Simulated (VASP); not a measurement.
CsFe2C2: single point with PBE

Crystal: CsFe2C2.

```
Cs Fe C
1.0
     0.00000    3.78118    0.00000
     3.78118    0.00000    0.00000
     1.89059    1.89059   -6.55801
Cs Fe C
1 2 2
Cartesian
  0.0000 0.0000 0.0000
  1.8906 3.7812 -3.2790
  3.7812 1.8906 -3.2790
  1.8906 1.8906 -2.1484
  3.7812 3.7812 -4.4096
```

The cell was built by a generator and needn't be a form met in nature.

- Program: VASP 6.6.1
- Task: single point
- Functional: PBE
- Potentials or basis: VASP PAW PBE potentials, release 64 (Cs_sv, Fe, C)
- Cutoff: 520 eV
- k mesh: 5 × 5 × 5
- Occupations: fermi-dirac, width 0.1 eV
- Spin: no spin polarisation

| Item | Value |
| --- | --- |
| Pressure | -21.5 GPa |
| Largest force | 4.605 eV/Å |
| Band gap on the k mesh | none (metal or under the smearing width) |

Forces on the atoms (eV/Å):
```
Cs   0.000  0.000  0.000
Fe   0.000  0.000  0.000
Fe   0.000  0.000  0.000
C    0.000  0.000 -4.605
C    0.000  0.000  4.605
```

Stress tensor (GPa, compression positive):
```
-24.59   0.00   0.00
  0.00 -24.59   0.00
  0.00   0.00 -15.22
```

Levels at points of the mesh, in eV from the Fermi level:
```tsv
k point	band 15	band 16	band 17	band 18	band 19	band 20
(0.00, 0.00, 0.00)	0.22	0.35	0.66	0.66	0.84	2.96
```

Run time: 26 s on 1 thread of Intel(R) Xeon(R) 6975P-C (Granite Rapids), with other jobs on the host, peak memory 0.2 GiB.

Caveat: so large a pressure means that the cell lies far from this level's equilibrium, or that cutoff or potentials fall short; forces of over 1 eV/Å show positions far from the minimum, so gaps and moduli don't describe the material at rest. The run has no spin-orbit coupling, so splittings on Cs are missing.
